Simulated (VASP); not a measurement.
```yaml
crystal:
  lattice:
    - [0.00000, 2.34266, 2.34266]
    - [2.34266, 0.00000, 2.34266]
    - [2.34266, 2.34266, 0.00000]
  atoms:
    - { symbol: Zr, position: [0.00000, 0.00000, 0.00000] }
    - { symbol: N, position: [0.50000, 0.50000, 0.50000] }
```

All values below come from vdW-DF2, VASP's PBE PAW potentials (set 64) (plane waves; VASP). Settings: 520 eV cut-off, 15×15×15 Γ-centred mesh, tetrahedra with Blöchl corrections, potentials Zr_sv N.

**Question.** What does the run give for the energy per atom (σ→0), band gap (on the k-mesh) with the smallest direct gap where there is one?

**Answer.** 
- band gap (on the k-mesh): none (metal, semimetal or under 0.01 eV)
- energy per atom (σ→0): -737.6 kJ/mol of atoms

Total energies compare only between runs with the same potentials, cut-off and functional.

The compound is ZrN in the rock salt structure. It was relaxed first, which changed the volume by +7 %. The electron count is odd and the run is not spin-polarised, which forces a metal.
